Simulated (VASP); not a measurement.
Calculation: PBE GGA with D3 dispersion (Becke-Johnson damping), VASP's PBE PAW potentials (set 64) (plane waves; VASP).

The input files of a VASP run:

INCAR:
```
! general
SYSTEM  = Ni3Si
PREC    = Accurate
ENCUT   = 520
LREAL   = .FALSE.
LASPH   = .TRUE.

! electronic loop
EDIFF   = 1E-7
NELM    = 100
ALGO    = Normal
LMAXMIX = 4

! smearing
ISMEAR  = -5

! functional
GGA     = PE
IVDW    = 12

! ions
ISIF    = 2

! output
LWAVE   = .FALSE.
LCHARG  = .TRUE.
LORBIT  = 11
NEDOS   = 601

! other
LEFG    = .TRUE.
```

File KPOINTS:
```
Automatic mesh
0
gamma
 10 10 10
0 0 0
```

**POSCAR**
```
Ni3Si
1.0
  3.4665628982   0.0000000000   0.0000000000
  0.0000000000   3.4665628982   0.0000000000
  0.0000000000   0.0000000000   3.4665628982
Si Ni
1 3
Direct
  0.0000000000   0.0000000000   0.0000000000
  0.0000000000   0.5000000000   0.5000000000
  0.5000000000   0.0000000000   0.5000000000
  0.5000000000   0.5000000000   0.0000000000
```

POTCAR, in this order: Si Ni (PBE.64 set). Program: vasp_std.

The resulting files:

File OUTCAR:
```
 ion  position               nearest neighbor table
   1  0.000  0.000  0.000-   2 2.45   3 2.45   4 2.45   2 2.45   3 2.45   2 2.45   4 2.45   2 2.45
                             3 2.45   4 2.45   3 2.45   4 2.45
   2  0.000  0.500  0.500-   1 2.45   3 2.45   4 2.45   1 2.45   4 2.45   1 2.45   3 2.45   1 2.45
                             3 2.45   4 2.45   4 2.45   3 2.45
   3  0.500  0.000  0.500-   1 2.45   2 2.45   4 2.45   1 2.45   4 2.45   2 2.45   4 2.45   4 2.45
                             1 2.45   2 2.45   1 2.45   2 2.45
   4  0.500  0.500  0.000-   1 2.45   2 2.45   3 2.45   2 2.45   3 2.45   1 2.45   3 2.45   3 2.45
                             1 2.45   2 2.45   2 2.45   1 2.45
  LATTYP: Found a simple cubic cell.
 ALAT       =     3.4665628982
 Subroutine PRICEL returns:
 Original cell was already a primitive cell.
 Subroutine GETGRP returns: Found 48 space group operations
The static configuration has the point symmetry O_h .
The dynamic configuration has the point symmetry O_h .
 Subroutine INISYM returns: Found 48 space group operations
 Subroutine IBZKPT returns following result:
 Found     56 irreducible k-points:

 Following reciprocal coordinates:
            Coordinates               Weight
  0.000000  0.000000  0.000000      1.000000
  0.100000  0.000000  0.000000      6.000000
  0.200000  0.000000  0.000000      6.000000
  0.300000  0.000000  0.000000      6.000000
  0.400000  0.000000  0.000000      6.000000
  0.500000  0.000000  0.000000      3.000000
  0.100000  0.100000  0.000000     12.000000
  0.200000  0.100000  0.000000     24.000000
  0.300000  0.100000  0.000000     24.000000
  0.400000  0.100000  0.000000     24.000000
  0.500000  0.100000  0.000000     12.000000
  0.200000  0.200000  0.000000     12.000000
  0.300000  0.200000  0.000000     24.000000
  0.400000  0.200000  0.000000     24.000000
  0.500000  0.200000  0.000000     12.000000
  0.300000  0.300000  0.000000     12.000000
  0.400000  0.300000  0.000000     24.000000
  0.500000  0.300000  0.000000     12.000000
  0.400000  0.400000  0.000000     12.000000
  0.500000  0.400000  0.000000     12.000000
  0.500000  0.500000  0.000000      3.000000
  0.100000  0.100000  0.100000      8.000000
  0.200000  0.100000  0.100000     24.000000
  0.300000  0.100000  0.100000     24.000000
  0.400000  0.100000  0.100000     24.000000
  0.500000  0.100000  0.100000     12.000000
  0.200000  0.200000  0.100000     24.000000
  0.300000  0.200000  0.100000     48.000000
  0.400000  0.200000  0.100000     48.000000
  0.500000  0.200000  0.100000     24.000000
  0.300000  0.300000  0.100000     24.000000
  0.400000  0.300000  0.100000     48.000000
  0.500000  0.300000  0.100000     24.000000
  0.400000  0.400000  0.100000     24.000000
  0.500000  0.400000  0.100000     24.000000
  0.500000  0.500000  0.100000      6.000000
  0.200000  0.200000  0.200000      8.000000
  0.300000  0.200000  0.200000     24.000000
  0.400000  0.200000  0.200000     24.000000
  0.500000  0.200000  0.200000     12.000000
   k-points           NKPTS =     56   k-points in BZ     NKDIM =     56   number of bands    NBANDS=     21
   number of dos      NEDOS =    601   number of ions     NIONS =      4
   total plane-waves  NPLWV =  21952
   dimension x,y,z NGX =    28 NGY =   28 NGZ =   28
   dimension x,y,z NGXF=    56 NGYF=   56 NGZF=   56
   ions per type =               1   3
   PREC   = accura    normal or accurate (medium, high low for compatibility)
   ISTART =      0    job   : 0-new  1-cont  2-samecut
   ICHARG =      2    charge: 1-file 2-atom 10-const
   ISPIN  =      1    spin polarized calculation?
   LNONCOLLINEAR =      F non collinear calculations
   LSORBIT =      F    spin-orbit coupling
   INIWAV =      1    electr: 0-lowe 1-rand  2-diag
...
```

### OSZICAR
```
       N       E                     dE             d eps       ncg     rms          rms(c)
DAV:   1     0.203048782254E+03    0.20305E+03   -0.15845E+04  2360   0.219E+03
DAV:   2    -0.161517009613E+02   -0.21920E+03   -0.21174E+03  2357   0.377E+02
DAV:   3    -0.271482225955E+02   -0.10997E+02   -0.10566E+02  2563   0.113E+02
DAV:   4    -0.274018136716E+02   -0.25359E+00   -0.25113E+00  2790   0.150E+01
DAV:   5    -0.274110739822E+02   -0.92603E-02   -0.91837E-02  2777   0.272E+00    0.203E+01
DAV:   6    -0.269366194527E+02    0.47445E+00   -0.54039E+01  2713   0.121E+02    0.162E+01
DAV:   7    -0.237187321048E+02    0.32179E+01   -0.15582E+01  2575   0.664E+01    0.441E+00
DAV:   8    -0.236672494645E+02    0.51483E-01   -0.65700E-01  2469   0.657E+00    0.147E+00
DAV:   9    -0.236496229946E+02    0.17626E-01   -0.32791E-02  3203   0.262E+00    0.581E-01
DAV:  10    -0.236472760934E+02    0.23469E-02   -0.34426E-03  3148   0.468E-01    0.228E-01
DAV:  11    -0.236468849951E+02    0.39110E-03   -0.67363E-04  3620   0.316E-01    0.551E-02
DAV:  12    -0.236468828620E+02    0.21332E-05   -0.99795E-05  2564   0.119E-01    0.150E-02
DAV:  13    -0.236468838058E+02   -0.94387E-06   -0.72890E-06  2759   0.187E-02    0.851E-03
DAV:  14    -0.236468840014E+02   -0.19551E-06   -0.58547E-07  2670   0.903E-03    0.342E-03
DAV:  15    -0.236468837508E+02    0.25058E-06   -0.17957E-07  1547   0.607E-03    0.942E-04
DAV:  16    -0.236468838836E+02   -0.13279E-06   -0.25544E-08  1301   0.150E-03    0.346E-04
DAV:  17    -0.236468838425E+02    0.41110E-07   -0.86511E-09  1301   0.104E-03
   1 F= -.25693467E+02 E0= -.25693467E+02  d E =0.000000E+00
```

**OUTCAR**
```
------------------------ aborting loop because EDIFF is reached ----------------------------------------
 Edisp (eV)   -2.04658
  FORCE on cell =-STRESS in cart. coord.  units (eV):
  Direction    XX          YY          ZZ          XY          YZ          ZX
  --------------------------------------------------------------------------------------
  Total      -0.07577    -0.07577    -0.07577     0.00000     0.00000    -0.00000
  in kB      -2.91415    -2.91415    -2.91415     0.00000     0.00000    -0.00000
  external pressure =       -2.91 kB  Pullay stress =        0.00 kB
  volume of cell :       41.66
      direct lattice vectors                 reciprocal lattice vectors
     3.466562898  0.000000000  0.000000000     0.288470173  0.000000000  0.000000000
     0.000000000  3.466562898  0.000000000     0.000000000  0.288470173  0.000000000
     0.000000000  0.000000000  3.466562898     0.000000000  0.000000000  0.288470173
 POSITION                                       TOTAL-FORCE (eV/Angst)
 -----------------------------------------------------------------------------------
      0.00000      0.00000      0.00000         0.000000      0.000000      0.000000
      0.00000      1.73328      1.73328         0.000000      0.000000      0.000000
      1.73328      0.00000      1.73328         0.000000      0.000000      0.000000
      1.73328      1.73328      0.00000         0.000000      0.000000      0.000000
 -----------------------------------------------------------------------------------
    total drift:                                0.000000      0.000000      0.000000
  FREE ENERGIE OF THE ION-ELECTRON SYSTEM (eV)
  ---------------------------------------------------
  free  energy   TOTEN  =       -25.6934669682 eV

  energy  without entropy=      -25.6934669682  energy(sigma->0) =      -25.69346697

 total charge

# of ion       s       p       d       tot
------------------------------------------
    1        0.730   0.842   0.000   1.572
    2        0.501   0.606   8.431   9.538
    3        0.501   0.606   8.431   9.538
    4        0.501   0.606   8.431   9.538
--------------------------------------------------
tot          2.232   2.660  25.293  30.185

 Electric field gradients after diagonalization (V/A^2)
 (convention: |V_zz| > |V_xx| > |V_yy|)
----------------------------------------------------------------------
 ion       V_xx      V_yy      V_zz     asymmetry (V_yy - V_xx)/ V_zz
----------------------------------------------------------------------
   1       0.000     0.000     0.000      -0.371
   2      22.541    22.541   -45.082       0.000
   3      22.541    22.541   -45.082       0.000
   4      22.541    22.541   -45.082       0.000
```
(Selected blocks of OUTCAR.)

For a metal the tetrahedron method with Blöchl corrections gives inexact stress and forces.

The compound is Ni3Si in the L1_2 structure. It was relaxed first. The run is not spin-polarised, so no magnetic state was tried.
